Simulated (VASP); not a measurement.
Consider the following.

```yaml
crystal:
  lattice:
    - [5.12800, 2.55790, 2.55790]
    - [2.55790, 5.12800, 2.55790]
    - [2.55790, 2.55790, 5.12800]
  atoms:
    - { symbol: Mn, position: [0.00000, 0.00000, 0.00000], spin: 4.1 }
    - { symbol: Mn, position: [0.50000, 0.50000, 0.50000], spin: -4.1 }
    - { symbol: S, position: [0.25000, 0.25000, 0.25000] }
    - { symbol: S, position: [0.75000, 0.75000, 0.75000] }
```

Level of theory: PBE GGA, VASP's PBE PAW potentials (set 64) (plane waves; VASP). Run with 520 eV cut-off, Gaussian smearing of 0.050 eV, potentials Mn_pv S.

Estimate the cell moment, band gap (along the path) with the smallest direct gap where there is one.

- band gap (along the path) = 0.71 eV
- smallest direct gap (along the path) = 1.10 eV
- cell moment = 0.00 μB

The compound is MnS in the rock salt, AFM-II order structure. It was relaxed first.
